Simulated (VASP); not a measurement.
Here is the system:

```xyz
2
Lattice="3.2118 -1.8249 -0.1113 3.2118 1.8249 -0.1113 2.2796 0.0000 2.9089" Properties=species:S:1:pos:R:3 pbc="T T T"
As     2.0785     0.0000     0.6415
As     6.6247     0.0000     2.0447
```

These are PBE GGA, VASP's PBE PAW potentials (set 64) (plane waves; VASP) values and carry that method's errors. Numerical set-up: 500 eV cut-off, 12×12×12 Γ-centred mesh, first-order Methfessel-Paxton smearing of 0.10 eV, potentials As.

Energy and stress use the plane-wave basis of the starting cell.

### Question
The ions, cell shape and volume at an external pressure of 30.0 GPa are relaxed. Which structure does the run end with?

### Answer

```xyz
2
Lattice="3.0955 -1.7885 -0.1252 3.0955 1.7885 -0.1252 2.1819 0.0000 2.8347" Properties=species:S:1:pos:R:3 pbc="T T T"
As     2.0953     0.0000     0.6467
As     6.2776     0.0000     1.9376
```
Space group Pm-3m (221), at a tolerance of 0.03 Å.

### Question
How do energy and volume change from the first to the last step?

### Answer
The energy (σ→0) changes by +206.1 meV/atom and the volume by -7.6 %, in 9 ionic steps.

The compound is As in the a7 structure. This run relaxes it under an external pressure of 30 GPa. Symmetry was kept, so distortions that lower it aren't found.
